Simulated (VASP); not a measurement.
# NbFe3S4 (P-43m) in VASP: single point with r2SCAN

Aim: the single point of NbFe3S4 with r2SCAN.

Program: VASP 6.6.1. These are calculated values, not measurements. Logs are shortened: lines on timing, memory, paths and dates and some standing lists are left out, and cuts for length are marked.

**1. Starting point**

Symmetry: P-43m, No. 215, cubic system. Conventional cell: a = 5.385 Å, b = 5.385 Å, c = 5.385 Å, α = 90.00°, β = 90.00°, γ = 90.00°. Fe (site symmetry -42m) has 4 S at 2.31 Å as nearest neighbours. Nb (site symmetry -43m) is surrounded by 4 S at 2.26 Å. S (site symmetry 3m) has 1 Nb at 2.26 Å and 3 Fe at 2.31 Å as nearest neighbours.

The cell was built by a generator and needn't be a form met in nature.

**2. Single point, r2SCAN**

POSCAR

```
NbFe3S4
1.0
    5.3848771400      0.0000000000      0.0000000000
    0.0000000000      5.3848771400      0.0000000000
    0.0000000000      0.0000000000      5.3848771400
Fe Nb S
3 1 4
Direct
    0.5000000000      0.0000000000      0.0000000000
    0.0000000000      0.5000000000      0.0000000000
    0.0000000000      0.0000000000      0.5000000000
    0.0000000000      0.0000000000      0.0000000000
    0.2426000000      0.2426000000      0.2426000000
    0.2426000000      0.7574000000      0.7574000000
    0.7574000000      0.7574000000      0.2426000000
    0.7574000000      0.2426000000      0.7574000000
```

INCAR.step1

```
SYSTEM = NbFe3S4
PREC = Accurate
ENCUT = 520
ISMEAR = 0
SIGMA = 0.1636
LREAL = .FALSE.
LASPH = .TRUE.
NELM = 100
NBANDS = 40
GGA = PE
ALGO = Normal
EDIFF = 1E-4
LWAVE = .TRUE.
LCHARG = .FALSE.
```

INCAR.step2

```
SYSTEM = NbFe3S4
PREC = Accurate
ENCUT = 520
EDIFF = 1E-7
ISMEAR = 0
SIGMA = 0.1636
LREAL = .FALSE.
LASPH = .TRUE.
NELM = 100
ALGO = Normal
ISIF = 2
LWAVE = .FALSE.
LCHARG = .FALSE.
METAGGA = R2SCAN
LMIXTAU = .TRUE.
NBANDS = 40
ISTART = 1
```

KPOINTS

```
regular mesh
0
G
  6 6 6
  0 0 0
```

Potentials or basis: VASP PAW PBE potentials, release 64 (Fe, Nb_sv, S).

Run with:

```sh
$ cat potpaw_PBE.64/Fe/POTCAR potpaw_PBE.64/Nb_sv/POTCAR potpaw_PBE.64/S/POTCAR > POTCAR
$ cp INCAR.step1 INCAR
$ mpirun -np 1 vasp_std > vasp.out
$ cp INCAR.step2 INCAR
$ mpirun -np 1 vasp_std > vasp.out
```

OUTCAR:

```text
SYSTEM = NbFe3S4
   PREC = Accurate
   ENCUT = 520
   EDIFF = 1E-7
   ISMEAR = 0
   LREAL = .FALSE.
   LASPH = .TRUE.
   NELM = 100
   ISIF = 2
   METAGGA = R2SCAN
   ISTART = 1

 ion  position               nearest neighbor table
   1  0.500  0.000  0.000-   5 2.31   6 2.31   7 2.31   8 2.31   4 2.69   4 2.69
   2  0.000  0.500  0.000-   5 2.31   6 2.31   7 2.31   8 2.31   4 2.69   4 2.69
   3  0.000  0.000  0.500-   5 2.31   6 2.31   7 2.31   8 2.31   4 2.69   4 2.69
   4  0.000  0.000  0.000-   5 2.26   6 2.26   7 2.26   8 2.26   2 2.69   3 2.69   1 2.69   3 2.69
                             2 2.69   1 2.69
   5  0.243  0.243  0.243-   4 2.26   2 2.31   3 2.31   1 2.31
   6  0.243  0.757  0.757-   4 2.26   2 2.31   3 2.31   1 2.31
   7  0.757  0.757  0.243-   4 2.26   2 2.31   3 2.31   1 2.31
   8  0.757  0.243  0.757-   4 2.26   2 2.31   3 2.31   1 2.31

  LATTYP: Found a simple cubic cell.
 ALAT       =     5.3848771400

  Lattice vectors:

 A1 = (   5.3848771400,   0.0000000000,   0.0000000000)
 A2 = (   0.0000000000,   5.3848771400,   0.0000000000)
 A3 = (   0.0000000000,   0.0000000000,   5.3848771400)

Analysis of symmetry for initial positions (statically):
=====================================================================
 Subroutine PRICEL returns:
 Original cell was already a primitive cell.

 Routine SETGRP: Setting up the symmetry group for a
 simple cubic supercell.

 Subroutine GETGRP returns: Found 24 space group operations
 (whereof 24 operations were pure point group operations)
 out of a pool of 48 trial point group operations.

The static configuration has the point symmetry T_d .

Analysis of symmetry for dynamics (positions and initial velocities):
=====================================================================
 Subroutine PRICEL returns:
 Original cell was already a primitive cell.

 Routine SETGRP: Setting up the symmetry group for a
 simple cubic supercell.

 Subroutine GETGRP returns: Found 24 space group operations
 (whereof 24 operations were pure point group operations)
 out of a pool of 48 trial point group operations.

The dynamic configuration has the point symmetry T_d .

 Subroutine INISYM returns: Found 24 space group operations
 (whereof 24 operations are pure point group operations),
 and found     1 'primitive' translations

----------------------------------------------------------------------------------------

                                     Primitive cell

  volume of cell :     156.1448

  direct lattice vectors                    reciprocal lattice vectors
     5.384877140  0.000000000  0.000000000     0.185705258  0.000000000  0.000000000
     0.000000000  5.384877140  0.000000000     0.000000000  0.185705258  0.000000000
     0.000000000  0.000000000  5.384877140     0.000000000  0.000000000  0.185705258

  length of vectors
     5.384877140  5.384877140  5.384877140     0.185705258  0.185705258  0.185705258

  position of ions in fractional coordinates (direct lattice)
     0.500000000  0.000000000  0.000000000
     0.000000000  0.500000000  0.000000000
     0.000000000  0.000000000  0.500000000
     0.000000000  0.000000000  0.000000000
     0.242600000  0.242600000  0.242600000
     0.242600000  0.757400000  0.757400000
     0.757400000  0.757400000  0.242600000
     0.757400000  0.242600000  0.757400000

  ion indices of the primitive-cell ions
   primitive index   ion index
                 1           1
                 2           2
                 3           3
                 4           4
                 5           5
                 6           6
                 7           7
                 8           8

----------------------------------------------------------------------------------------

 KPOINTS: regular mesh

Automatic generation of k-mesh.
 Grid dimensions read from file:
 generate k-points for:    6    6    6

 Generating k-lattice:

  Cartesian coordinates                     Fractional coordinates (reciprocal lattice)
     0.030950876  0.000000000  0.000000000     0.166666667  0.000000000  0.000000000
     0.000000000  0.030950876  0.000000000     0.000000000  0.166666667  0.000000000
     0.000000000  0.000000000  0.030950876     0.000000000  0.000000000  0.166666667

  Length of vectors
     0.030950876  0.030950876  0.030950876

  Shift w.r.t. Gamma in fractional coordinates (k-lattice)
     0.000000000  0.000000000  0.000000000

 Subroutine IBZKPT returns following result:
 ===========================================

 Found     20 irreducible k-points:

 Following reciprocal coordinates:
            Coordinates               Weight
  0.000000  0.000000  0.000000      1.000000
  0.166667  0.000000  0.000000      6.000000
  0.333333  0.000000  0.000000      6.000000
  0.500000  0.000000  0.000000      3.000000
  0.166667  0.166667  0.000000     12.000000
  0.333333  0.166667  0.000000     24.000000
[... 12 lines left out ...]
  0.500000  0.500000  0.333333      6.000000
  0.500000  0.500000  0.500000      1.000000
   k-points           NKPTS =     20   k-points in BZ     NKDIM =     20   number of bands    NBANDS=     40
   number of dos      NEDOS =    301   number of ions     NIONS =      8
   total plane-waves  NPLWV =  64000
   dimension x,y,z NGX =    40 NGY =   40 NGZ =   40
   dimension x,y,z NGXF=    80 NGYF=   80 NGZF=   80
   ions per type =               3   1   4
   NGX,Y,Z   is equivalent  to a cutoff of  12.35, 12.35, 12.35 a.u.
   NGXF,Y,Z  is equivalent  to a cutoff of  24.70, 24.70, 24.70 a.u.
 SYSTEM =  NbFe3S4
   PREC   = accura    normal or accurate (medium, high low for compatibility)
   ISTART =      1    job   : 0-new  1-cont  2-samecut
   ICHARG =      0    charge: 1-file 2-atom 10-const
   ISPIN  =      1    spin polarized calculation?
   LNONCOLLINEAR =      F non collinear calculations
   LSORBIT =      F    spin-orbit coupling
   LASPH  =      T    aspherical Exc in radial PAW
   ENCUT  =  520.0 eV  38.22 Ry    6.18 a.u.  10.01 10.01 10.01*2*pi/ulx,y,z
   NELM   =    100;   NELMIN=  2; NELMDL=  0     # of ELM steps
   EDIFF  = 0.1E-06   stopping-criterion for ELM
   LREAL  =      F    real-space projection
   EDIFFG = 0.1E-05   stopping-criterion for IOM
   NSW    =      0    number of steps for IOM
   IBRION =     -1    ionic relax: 0-MD 1-quasi-New 2-CG
   NFREE  =      0    steps in history (QN), initial steepest desc. (CG)
   ISIF   =      2    stress and relaxation
   ISYM   =      2    0-nonsym 1-usesym 2-fastsym
   POTIM  = 0.5000    time-step for ionic-motion
   TEBEG  =    0.0;   TEEND  =   0.0 temperature during run
   PSTRESS=    0.0 pullay stress
   NELECT =      61.0000    total number of electrons
   NUPDOWN=      -1.0000    fix difference up-down
   EMIN   =  10.00;   EMAX   =-10.00  energy-range for DOS
   EFERMI =   0.00;   METHOD = LEGACY
   ISMEAR =     0;   SIGMA  =   0.16  broadening in eV -4-tet -1-fermi 0-gaus
   EFERMI_NEDOS =   21; number of points for ismear=-14 and -15
   IALGO  =     38    algorithm
   IMIX   =      4    mixing-type and parameters
     AMIX     =   0.40;   BMIX     =  1.00
     AMIX_MAG =   1.60;   BMIX_MAG =  1.00
  volume/ion in A,a.u.               =      19.52       131.71
  Fermi-wavevector in a.u.,A,eV,Ry     =   1.196765  2.261558 19.486905  1.432247
  Thomas-Fermi vector in A             =   2.332697
   LORBIT       =      0    0 simple, 1 ext, 2 COOP (PROOUT), +10 PAW based schemes
   METAGGA = R2SCAN    functional components
   LHFCALC =     F    Hartree Fock is set to
   AEXX    =    0.0000 exact exchange contribution
   IVDW    =     0    specifies the selected vdW correction
   LEPSILON=     F    determine dielectric tensor
   LRPA    =     F    only Hartree local field effects (RPA)
 non-spin polarized calculation
 Gauss-broadening in eV      SIGMA  =   0.16
  energy-cutoff  :      520.00
  volume of cell :      156.14
 maximum number of plane-waves:      4224
   NGX = 21   NGY = 21   NGZ = 21

 number of electron      61.0000018 magnetization

 Free energy of the ion-electron system (eV)
  ---------------------------------------------------
  ext. energy  EPLUGINS =         0.00000000
  ---------------------------------------------------
  free energy    TOTEN  =      -101.02301852 eV

  energy without entropy =     -100.88489059  energy(sigma->0) =     -100.95395455

 E-fermi :   4.4189     XC(G=0): -10.3989

 val. band max:        4.4156640836   @ k =   0.3333   0.3333   0.3333
 cond. band min:       4.4188882253   @ k =   0.5000   0.5000   0.1667
 fundamental gap:      0.0032241417
 Fermi energy:         4.4188813767

 k-point     1 :       0.0000    0.0000    0.0000
  band No.  band energies     occupation
      1     -52.0139      2.00000
      2     -27.6481      2.00000
      3     -27.6481      2.00000
      4     -27.6481      2.00000
      5     -10.5689      2.00000
      6      -9.4341      2.00000
[... 32 lines left out ...]
     39       7.1880      0.00000
     40       7.4847      0.00000

 k-point     2 :       0.1667    0.0000    0.0000
  band No.  band energies     occupation
      1     -52.0138      2.00000
      2     -27.6507      2.00000
      3     -27.6482      2.00000
      4     -27.6482      2.00000
      5     -10.5058      2.00000
      6      -9.5045      2.00000
[... 32 lines left out ...]
     39       7.3524      0.00000
     40       7.7147      0.00000

 k-point     3 :       0.3333    0.0000    0.0000
  band No.  band energies     occupation
      1     -52.0136      2.00000
      2     -27.6559      2.00000
      3     -27.6483      2.00000
      4     -27.6483      2.00000
      5     -10.3421      2.00000
      6      -9.6826      2.00000
[... 32 lines left out ...]
     39       7.4008      0.00000
     40       7.7497      0.00000

 k-point     4 :       0.5000    0.0000    0.0000
  band No.  band energies     occupation
      1     -52.0135      2.00000
      2     -27.6585      2.00000
      3     -27.6483      2.00000
      4     -27.6483      2.00000
      5     -10.2110      2.00000
      6      -9.8209      2.00000
[... 32 lines left out ...]
     39       7.4932      0.00000
     40       7.8373      0.00000
[... 600 lines left out ...]
     39       7.8579      0.00000
     40       7.9825      0.00000

 k-point    19 :       0.5000    0.5000    0.3333
  band No.  band energies     occupation
      1     -52.0128      2.00000
      2     -27.6588      2.00000
      3     -27.6588      2.00000
      4     -27.6563      2.00000
      5      -9.8145      2.00000
      6      -9.6811      2.00000
[... 32 lines left out ...]
     39       7.8811      0.00000
     40       7.8811      0.00000

 k-point    20 :       0.5000    0.5000    0.5000
  band No.  band energies     occupation
      1     -52.0127      2.00000
      2     -27.6589      2.00000
      3     -27.6589      2.00000
      4     -27.6589      2.00000
      5      -9.7447      2.00000
      6      -9.6785      2.00000
[... 32 lines left out ...]
     39       7.8299      0.00000
     40       7.8299      0.00000

------------------------ aborting loop because EDIFF is reached ----------------------------------------

  FORCE on cell =-STRESS in cart. coord.  units (eV):
  Direction    XX          YY          ZZ          XY          YZ          ZX
  --------------------------------------------------------------------------------------
  -------------------------------------------------------------------------------------
  Total       -2.9369065     -2.9369065     -2.9369065      0.0000000      0.0000000     -0.0000000
  in kB      -30.1351466    -30.1351466    -30.1351466      0.0000000      0.0000000     -0.0000000
  external PRESSURE =     -30.1351466 kB  Pullay stress =       0.0000000 kB

 VOLUME and BASIS-vectors are now :
 -----------------------------------------------------------------------------
  energy-cutoff  :      520.00
  volume of cell :      156.14
      direct lattice vectors                 reciprocal lattice vectors
     5.384877140  0.000000000  0.000000000     0.185705258  0.000000000  0.000000000
     0.000000000  5.384877140  0.000000000     0.000000000  0.185705258  0.000000000
     0.000000000  0.000000000  5.384877140     0.000000000  0.000000000  0.185705258

 POSITION                                       TOTAL-FORCE (eV/Angst)
 -----------------------------------------------------------------------------------
      2.69244      0.00000      0.00000         0.000000      0.000000      0.000000
      0.00000      2.69244      0.00000         0.000000      0.000000      0.000000
      0.00000      0.00000      2.69244        -0.000000      0.000000      0.000000
      0.00000      0.00000      0.00000         0.000000      0.000000     -0.000000
      1.30637      1.30637      1.30637         0.533713      0.533713      0.533713
      1.30637      4.07851      4.07851         0.533713     -0.533713     -0.533713
      4.07851      4.07851      1.30637        -0.533713     -0.533713      0.533713
      4.07851      1.30637      4.07851        -0.533713      0.533713     -0.533713
 -----------------------------------------------------------------------------------
    total drift:                                0.000000      0.000000      0.000000

  FREE ENERGIE OF THE ION-ELECTRON SYSTEM (eV)
  ---------------------------------------------------
  free  energy   TOTEN  =      -101.0230185191 eV

  energy  without entropy=     -100.8848905906  energy(sigma->0) =     -100.95395455
```

It took 3.7 min on 1 thread of Intel Xeon 6975P-C (Granite Rapids), shared host; peak memory 0.32 GiB.

Results:

```yaml
Free_energy: -101.0230 eV
Pressure: -3.0 GPa
Largest_force: 0.924 eV/Å
Band_gap_on_the_k_mesh: none (metal or under the smearing width)
```

Forces in eV/Å, atoms in the order of the input:
```
Fe   0.000  0.000  0.000
Fe   0.000  0.000  0.000
Fe   0.000  0.000  0.000
Nb   0.000  0.000  0.000
S    0.534  0.534  0.534
S    0.534 -0.534 -0.534
S   -0.534 -0.534  0.534
S   -0.534  0.534 -0.534
```

Caveat: the PAW data sets were made with another functional, which shifts forces and pressure a little; the run has no spin polarisation, though such a crystal can be magnetic. With open d or f shells a metallic result of r2SCAN can be an artefact of self-interaction; +U or a hybrid may open a gap.
